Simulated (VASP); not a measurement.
A convergence study with VASP on NiSi2 (space group Fm-3m): one setting is varied, all else stays as given below, so the limit is that of these other settings.

```
NiSi2
1.0
    0.00000     2.69688     2.69688
    2.69688     0.00000     2.69688
    2.69688     2.69688     0.00000
Si Ni
2 1
Direct
  0.25000   0.25000   0.25000
  0.75000   0.75000   0.75000
  0.00000   0.00000   0.00000
```

The numbers are results of PBE GGA, VASP's PBE PAW potentials (set 64) (plane waves; VASP 6.6.1), not measurements. The tightest run used: 450 eV cut-off, 11×11×11 Γ-centred mesh, Gaussian smearing of 0.10 eV, potentials Si Ni.

Task: The settings run are ENCUT = 150; ENCUT = 180; ENCUT = 210; ENCUT = 255; ENCUT = 300; ENCUT = 360; ENCUT = 450. From which on does the highest Γ mode stay within 5 cm⁻¹ of the tightest run?

Result: From ENCUT = 180 on: it is off by 1.0 there and by no more than 5 in any finer run, while ENCUT = 150 is off by 7.0.
```
setting      highest Γ mode (cm⁻¹)  plane waves  difference judged (cm⁻¹)
-----------  ---------------------  -----------  ------------------------
ENCUT = 150                  331.1          170                       7.0
ENCUT = 180                  339.1          225                       1.0
ENCUT = 210                  334.8          283                       3.3
ENCUT = 255                  336.7          375                       1.4
ENCUT = 300                  337.2          483                       0.9
ENCUT = 360                  337.9          620                       0.2
ENCUT = 450                  338.1          881                       0.0
```

Left out are rungs that failed or repeat a setting and relaxations that didn't move; long series are thinned to 24 rows.

The structure is a typed NiSi2 crystal (space group no. 225). The cell was not relaxed at this level. The run is not spin-polarised, so no magnetic state was tried.
